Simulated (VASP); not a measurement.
# Zr2C: structure and properties in VASP, part 3 of 4

Aim: relax Zr2C, then compute properties on the relaxed cell. The cell is invented: it takes the structure of a Materials Project entry for Ti2C (space group 166 there), with some of its atoms replaced by other elements, volume scaled by an estimate. It may not be a known or stable phase.

VASP 6.6.1, plane waves and PAW; the level of theory is named at each step.

So far. Step 3 (Full relaxation (PBE)): It ends with a largest force of 0.006 eV/Å and a pressure of 0.01 GPa. Step 4 (Single point with fields (PBE)): In this run the pressure is 0.00 GPa, small enough to go on. The relaxed cell has a = 3.336, c = 16.138 Å (conventional setting).

### 5. Band structure (PBE)

Level of this step: PBE; plane waves and PAW (Zr_sv, C); invented cell (VASP).

Levels along the symmetry lines show where the bands peak and cross; KPOINTS_OPT computes them in the converged potential.

Contents of INCAR:

```
SYSTEM = Zr2C
PREC = Accurate
ENCUT = 520
EDIFF = 1E-06
NELM = 100
ISMEAR = 0
SIGMA = 0.05
LREAL = .FALSE.
ALGO = Normal
GGA = PE
NBANDS = 27
LORBIT = 11
LWAVE = .FALSE.
LCHARG = .FALSE.
```

Contents of POSCAR:

```
Zr2C
1.0
    1.6679071154      0.9629666007      5.3794606836
   -1.6679071154      0.9629666007      5.3794606836
    0.0000000000     -1.9259341871      5.3794606852
Zr C
2 1
Direct
    0.2445982181      0.2445982181      0.2445982181
    0.7554017819      0.7554017819      0.7554017819
    0.5000000000      0.5000000000      0.5000000000
```

Contents of KPOINTS:

```
Automatic mesh
0
Gamma
9 9 9
0 0 0
```

Contents of KPOINTS_OPT:

```
Line mode
16
Line-mode
Reciprocal
  0.00000000   0.00000000   0.00000000 GAMMA
  0.50000000   0.00000000   0.00000000 L

  0.50000000   0.00000000   0.00000000 L
  0.50000000   0.18802926  -0.18802926 B1

  0.81197074   0.50000000   0.18802926 B
  0.50000000   0.50000000   0.50000000 Z

  0.50000000   0.50000000   0.50000000 Z
  0.00000000   0.00000000   0.00000000 GAMMA

  0.00000000   0.00000000   0.00000000 GAMMA
  0.34401463   0.00000000  -0.34401463 X

  0.65598537   0.34401463   0.00000000 Q
  0.50000000   0.50000000   0.00000000 F

  0.50000000   0.50000000   0.00000000 F
  0.65598537   0.65598537   0.18802926 P1

  0.65598537   0.65598537   0.18802926 P1
  0.50000000   0.50000000   0.50000000 Z

  0.50000000   0.00000000   0.00000000 L
  0.81197074   0.34401463   0.34401463 P
```

PAW data sets: Zr_sv and C (PBE family, release 64).

Launch:

```
$ mpirun -np 1 vasp_std
```

The program printed:

```text
[... set-up lines as in an earlier step ...]
 entering main loop
       N       E                     dE             d eps       ncg     rms          rms(c)
DAV:   1     0.237795266512E+03    0.23780E+03   -0.14564E+04  4622   0.103E+03
DAV:   2    -0.149988368337E+02   -0.25279E+03   -0.24231E+03  5434   0.316E+02
DAV:   3    -0.327773734511E+02   -0.17779E+02   -0.17505E+02  7870   0.640E+01
DAV:   4    -0.333295620587E+02   -0.55219E+00   -0.55034E+00  5660   0.112E+01
DAV:   5    -0.333425268202E+02   -0.12965E-01   -0.12962E-01  6787   0.133E+00    0.235E+01
DAV:   6    -0.283645467036E+02    0.49780E+01   -0.18123E+01  5022   0.204E+01    0.764E+00
DAV:   7    -0.282139344211E+02    0.15061E+00   -0.12221E+00  5123   0.607E+00    0.540E+00
DAV:   8    -0.281821372540E+02    0.31797E-01   -0.21370E-01  5234   0.255E+00    0.672E-01
DAV:   9    -0.281813141957E+02    0.82306E-03   -0.15275E-02  6135   0.608E-01    0.390E-01
DAV:  10    -0.281819240168E+02   -0.60982E-03   -0.33729E-03  5285   0.467E-01    0.104E-01
DAV:  11    -0.281818485122E+02    0.75505E-04   -0.25361E-04  5292   0.127E-01    0.274E-02
DAV:  12    -0.281818424312E+02    0.60810E-05   -0.20741E-05  6423   0.288E-02    0.564E-03
DAV:  13    -0.281818433634E+02   -0.93218E-06   -0.80401E-07  3291   0.701E-03
   1 F= -.28181843E+02 E0= -.28180832E+02  d E =-.202322E-02
 Start KPOINTS_OPT (optional k-point list driver)
k-point batch [1-85\144]
       N       E                     dE             ncg
DAV:   1    -0.330462994229E+04   -0.58864E+05     4606
DAV:   2    -0.246898828367E+05   -0.21385E+05     5478
DAV:   3    -0.262279259615E+05   -0.15380E+04     8349
DAV:   4    -0.262677395518E+05   -0.39814E+02     5515
DAV:   5    -0.262685256375E+05   -0.78609E+00     6712
DAV:   6    -0.262685281740E+05   -0.25366E-02     5545
DAV:   7    -0.262685282147E+05   -0.40656E-04     6019
DAV:   8    -0.262685282150E+05   -0.30458E-06     3792
k-point batch [86-144\144]
       N       E                     dE             ncg
DAV:   1     0.125767925016E+05   -0.57619E+05     3186
DAV:   2    -0.211257070119E+04   -0.14689E+05     3806
DAV:   3    -0.315699798008E+04   -0.10444E+04     5965
DAV:   4    -0.318080253530E+04   -0.23805E+02     3798
DAV:   5    -0.318126603269E+04   -0.46350E+00     4624
DAV:   6    -0.318126757001E+04   -0.15373E-02     3814
DAV:   7    -0.318126759496E+04   -0.24951E-04     4202
DAV:   8    -0.318126759519E+04   -0.22832E-06     2798
```

Run time: 7.6 min. Hardware: 1 MPI rank of Intel Xeon 6975P-C (Granite Rapids), shared host; peak memory 0.35 GiB.

From OUTCAR (step 5):

```text
   k-points           NKPTS =     85   k-points in BZ     NKDIM =     85   number of bands    NBANDS=     27

   NELECT =      28.0000    total number of electrons

 E-fermi :   8.7967

 k-point     1 :       0.0000    0.0000    0.0000
  band No.  band energies     occupation
    ...
      9      -1.7565      2.00000
     10       4.0596      2.00000
     11       6.1018      2.00000
     12       6.1018      2.00000
     13       6.7349      2.00000
     14       9.5714      0.00000
     15       9.5714      0.00000
     16       9.9146      0.00000
     17      11.6120      0.00000
     18      11.6120      0.00000
    ...

  Total       -0.0123622     -0.0123622      0.0276287      0.0000000     -0.0000000      0.0000000
  in kB       -0.3820623     -0.3820626      0.8538826      0.0000000     -0.0000001      0.0000000
  external PRESSURE =       0.0299192 kB  Pullay stress =       0.0000000 kB

 POSITION                                       TOTAL-FORCE (eV/Angst)
 -----------------------------------------------------------------------------------
      0.00000     -0.00000      3.94742         0.000000      0.000000     -0.006614
      0.00000     -0.00000     12.19096         0.000000     -0.000000      0.006614
      0.00000     -0.00000      8.06919        -0.000000      0.000000      0.000000
 -----------------------------------------------------------------------------------
    total drift:                               -0.000000     -0.000000      0.000000

  FREE ENERGIE OF THE ION-ELECTRON SYSTEM (eV)
  ---------------------------------------------------
  free  energy   TOTEN  =       -28.1818433634 eV

  energy  without entropy=      -28.1798201385  energy(sigma->0) =      -28.18083175

[... 9 parts as in an earlier step ...]

[... 7 further parts left out ...]
```

This step gave:

```yaml
bands: 27
pressure: 0.002992 GPa
```

The electronic bands at the labelled points (eV, zero at the Fermi level; # counts the bands kept, so #1 is VASP's band 10):

```
          point     #2     #3     #4     #5     #6    #7    #8    #9
              Γ  -2.69  -2.69  -2.06   0.77   0.77  1.12  2.82  2.82
0.53 of the way  -3.48  -2.46  -1.37  -0.54   0.65  1.70  1.95  3.41
              L  -2.88  -2.42  -1.44  -0.81   0.20  2.59  2.80  4.26
0.47 of the way  -2.91  -2.77  -0.89  -0.88   0.28  1.07  3.80  3.88
             B1  -3.57  -2.55  -0.81  -0.55   0.48  1.42  2.65  3.73
      jump to B  -3.57  -2.55  -0.81  -0.55   0.48  1.42  2.65  3.73
0.47 of the way  -3.55  -2.85  -0.87  -0.71  -0.39  1.72  2.66  3.02
              Z  -2.57  -2.57  -1.09   0.00   1.14  1.14  2.61  2.61
0.53 of the way  -2.64  -2.64  -1.70   0.68   0.95  0.95  2.52  2.52
              Γ  -2.69  -2.69  -2.06   0.77   0.77  1.12  2.82  2.82
0.47 of the way  -3.47  -2.59  -1.13  -0.28   0.53  1.33  1.79  3.23
              X  -3.57  -2.53  -0.92  -0.43   0.48  1.29  2.72  3.87
      jump to Q  -3.57  -2.53  -0.92  -0.43   0.48  1.29  2.72  3.87
0.53 of the way  -3.08  -2.56  -1.46  -0.51   0.89  2.35  3.03  4.14
              F  -2.63  -2.61  -1.95  -0.64   1.08  3.44  3.63  4.38
0.53 of the way  -2.64  -2.61  -1.91  -0.66   0.97  3.42  3.59  4.33
             P1  -2.69  -2.58  -1.83  -0.73   0.74  3.34  3.46  4.19
0.47 of the way  -3.27  -2.48  -1.45  -0.84   0.07  2.19  2.38  2.61
              Z  -2.57  -2.57  -1.09   0.00   1.14  1.14  2.61  2.61
      jump to L  -2.88  -2.42  -1.44  -0.81   0.20  2.59  2.80  4.26
0.47 of the way  -2.83  -2.47  -1.55  -0.79   0.35  2.81  3.02  4.20
              P  -2.69  -2.58  -1.83  -0.73   0.74  3.34  3.46  4.19
```

Of the projections kept (Zr, C), the largest for each band there; the rest of the weight can lie on other orbitals:

```
point       #2       #3       #4       #5       #6       #7       #8       #9
    Γ  Zr 0.57  Zr 0.57  Zr 0.68  Zr 1.00  Zr 1.00  Zr 1.00  Zr 1.00  Zr 1.00
    L  Zr 0.57  Zr 0.52  Zr 1.00  Zr 0.98  Zr 1.00  Zr 1.00  Zr 0.71  Zr 0.97
   B1  Zr 0.59  Zr 0.52  Zr 0.99  Zr 0.96  Zr 0.89  Zr 0.95  Zr 0.79  Zr 0.96
    B  Zr 0.59  Zr 0.52  Zr 0.99  Zr 0.96  Zr 0.89  Zr 0.95  Zr 0.79  Zr 0.96
    Z  Zr 0.55  Zr 0.55  Zr 0.86  Zr 0.96  Zr 1.00  Zr 1.00  Zr 1.00  Zr 1.00
    Γ  Zr 0.57  Zr 0.57  Zr 0.68  Zr 1.00  Zr 1.00  Zr 1.00  Zr 1.00  Zr 1.00
```

There is no gap at this level.

Of the bands kept, 2 cross the Fermi level on this path.

### 6. Density of states (PBE)

A density of states needs more k-points than a total energy; ISMEAR = -5 takes tetrahedra, and LORBIT projects the states on the PAW spheres. The mesh is finer than in the run before.

INCAR: that of step 5 with these lines changed.

```diff
@@ -5,3 +5,3 @@
 NELM = 100
-ISMEAR = 0
+ISMEAR = -5
 SIGMA = 0.05
@@ -14 +14,2 @@
 LCHARG = .FALSE.
+NEDOS = 2001
```

POSCAR is that of step 5.

Contents of KPOINTS:

```
Automatic mesh
0
Gamma
14 14 14
0 0 0
```

Launch:

```
$ mpirun -np 1 vasp_std
```

The program printed:

```text
[... set-up lines as in an earlier step ...]
 entering main loop
       N       E                     dE             d eps       ncg     rms          rms(c)
DAV:   1     0.237079308387E+03    0.23708E+03   -0.14609E+04 15568   0.103E+03
DAV:   2    -0.149837534709E+02   -0.25206E+03   -0.24208E+03 18462   0.315E+02
DAV:   3    -0.327723817453E+02   -0.17789E+02   -0.17521E+02 26822   0.640E+01
DAV:   4    -0.333277124788E+02   -0.55533E+00   -0.55338E+00 19309   0.112E+01
DAV:   5    -0.333406676021E+02   -0.12955E-01   -0.12949E-01 22819   0.132E+00    0.235E+01
DAV:   6    -0.283650296846E+02    0.49756E+01   -0.18224E+01 17139   0.204E+01    0.763E+00
DAV:   7    -0.282144053242E+02    0.15062E+00   -0.12136E+00 17431   0.607E+00    0.539E+00
DAV:   8    -0.281831987261E+02    0.31207E-01   -0.21401E-01 17856   0.254E+00    0.671E-01
DAV:   9    -0.281820590650E+02    0.11397E-02   -0.15931E-02 20880   0.613E-01    0.391E-01
DAV:  10    -0.281826817704E+02   -0.62271E-03   -0.33951E-03 18041   0.468E-01    0.101E-01
DAV:  11    -0.281825993996E+02    0.82371E-04   -0.24901E-04 17996   0.126E-01    0.286E-02
DAV:  12    -0.281825889400E+02    0.10460E-04   -0.23022E-05 21229   0.298E-02    0.655E-03
DAV:  13    -0.281825910033E+02   -0.20632E-05   -0.10757E-06 12057   0.808E-03    0.235E-03
DAV:  14    -0.281825914457E+02   -0.44246E-06   -0.31055E-07  9513   0.375E-03
   1 F= -.28182591E+02 E0= -.28182591E+02  d E =0.000000E+00
 -----------------------------------------------------------------------------
|                                                                             |
|           W    W    AA    RRRRR   N    N  II  N    N   GGGG   !!!           |
|           W    W   A  A   R    R  NN   N  II  NN   N  G    G  !!!           |
|           W    W  A    A  R    R  N N  N  II  N N  N  G       !!!           |
|           W WW W  AAAAAA  RRRRR   N  N N  II  N  N N  G  GGG   !            |
|           WW  WW  A    A  R   R   N   NN  II  N   NN  G    G                |
|           W    W  A    A  R    R  N    N  II  N    N   GGGG   !!!           |
|                                                                             |
|     Tetrahedron method does not include variations of the Fermi             |
|     occupations, so forces and stress will be inaccurate. We suggest        |
|     using a different smearing scheme ISMEAR = 1 or 2 for metals in         |
|     relaxations.                                                            |
|                                                                             |
 -----------------------------------------------------------------------------
```

It took 13 min on 1 MPI rank; peak memory 0.5 GiB.

From OUTCAR (step 6):

```text
   k-points           NKPTS =    288   k-points in BZ     NKDIM =    288   number of bands    NBANDS=     27

   NELECT =      28.0000    total number of electrons

 E-fermi :   8.8147

 k-point     1 :       0.0000    0.0000    0.0000
  band No.  band energies     occupation
    ...
      9      -1.7558      2.00000
     10       4.0597      2.00000
     11       6.1022      2.00000
     12       6.1022      2.00000
     13       6.7352      2.00000
     14       9.5715      0.00000
     15       9.5715      0.00000
     16       9.9158      0.00000
     17      11.6124      0.00000
     18      11.6124      0.00000
    ...

  Total       -0.0274077     -0.0274077      0.0479941      0.0000000     -0.0000000      0.0000000
  in kB       -0.8470515     -0.8470520      1.4832862      0.0000000     -0.0000001      0.0000000
  external PRESSURE =      -0.0702724 kB  Pullay stress =       0.0000000 kB

 POSITION                                       TOTAL-FORCE (eV/Angst)
 -----------------------------------------------------------------------------------
      0.00000     -0.00000      3.94742        -0.000000     -0.000000      0.003196
      0.00000     -0.00000     12.19096        -0.000000      0.000000     -0.003196
      0.00000     -0.00000      8.06919         0.000000      0.000000      0.000000
 -----------------------------------------------------------------------------------
    total drift:                               -0.000000     -0.000000      0.000000

  FREE ENERGIE OF THE ION-ELECTRON SYSTEM (eV)
  ---------------------------------------------------
  free  energy   TOTEN  =       -28.1825914457 eV

  energy  without entropy=      -28.1825914457  energy(sigma->0) =      -28.18259145

[... 6 parts as in an earlier step ...]

[... 10 further parts left out ...]
```

With tetrahedra the forces and stress of a metal are not exact derivatives of the energy.

Numbers from this step:

- SCF cycles: 14
- irreducible k-points: 288
- Fermi energy: 8.815 eV
- pressure: -0.007027 GPa
- DOS at the Fermi level: 1.761 states/eV/cell

The density of states has structure finer than the step of the table below, so its rows give means over 0.5 eV, whole bins alone (the curve runs from -12.0 to 3.90 eV). Peaks (eV: height): total -9.79: 9.47, -2.58: 10.3, -0.66: 5.11, 3.83: 4.39; Zr d -2.58: 3.22, -0.59: 1.94, 0.22: 1.44, 3.83: 3.12; C p -4.06: 0.518, -2.58: 2.91; C s -9.79: 4.11.

States under -12.0 eV and over 3.9 eV are left out. The density of states by energy, zero at the Fermi level; means over each step; values in states/eV/cell:

```
energy (eV)  total     Zr d      C p      C s
      -11.0      0        0        0        0
      -10.5  0.330  0.00362   3.5e-5    0.128
      -10.0   2.90    0.228   3.1e-4     1.23
       -9.5  0.993    0.115   1.9e-5    0.438
       -9.0      0        0        0        0
       -8.5      0        0        0        0
       -8.0      0        0        0        0
       -7.5      0        0        0        0
       -7.0      0        0        0        0
       -6.5      0        0        0        0
       -6.0      0        0        0        0
       -5.5      0        0        0        0
       -5.0  0.133   0.0152   0.0184   2.2e-4
       -4.5   1.40    0.252    0.230  0.00318
       -4.0   2.33    0.436    0.443  0.00562
       -3.5   1.58    0.378    0.335  0.00706
       -3.0   3.11    0.850    0.761  0.00373
       -2.5   3.55     1.07    0.976   2.7e-4
       -2.0  0.102   0.0490  0.00195  0.00105
       -1.5   1.95    0.726   0.0760   0.0126
       -1.0   2.75     1.01   0.0828  0.00652
       -0.5   2.52     1.08   0.0564  0.00649
        0.0   1.74    0.902   0.0475  0.00156
        0.5   2.06     1.03   0.0759   9.1e-4
        1.0   1.81     1.04   0.0539   7.4e-4
        1.5   1.69     1.08   0.0478   7.9e-4
        2.0   1.68     1.12   0.0487  0.00151
        2.5   1.84     1.25   0.0594  0.00340
        3.0   2.59     1.68    0.151  0.00459
        3.5   2.55     1.74    0.153  0.00649
```

The finer mesh and the other smearing move the Fermi level by +0.02 eV from the 9×9×9 run, a small shift, which tests the Fermi level alone. Of the states within 0.3 eV of the Fermi level, the largest shares in the PAW spheres are Zr d 52 %. The rest lies in smaller channels or between the spheres.

[end of part 3 of 4]

[Lines on the potential files, build, host, timing and source positions are cut from VASP's logs without a mark.]

[Logs are printed without paths, hosts, clocks, repeated set-up lines and the standing remarks that a program may print on its own settings, such as how far it seeks lower states.]

[Hosts, paths, dates, database ids (printed as entryN), source tags and the programs' standing remarks are cut or masked in the printed files.]

[A measured line is paired with the nearest computed mode of its activity, which favours agreement.]
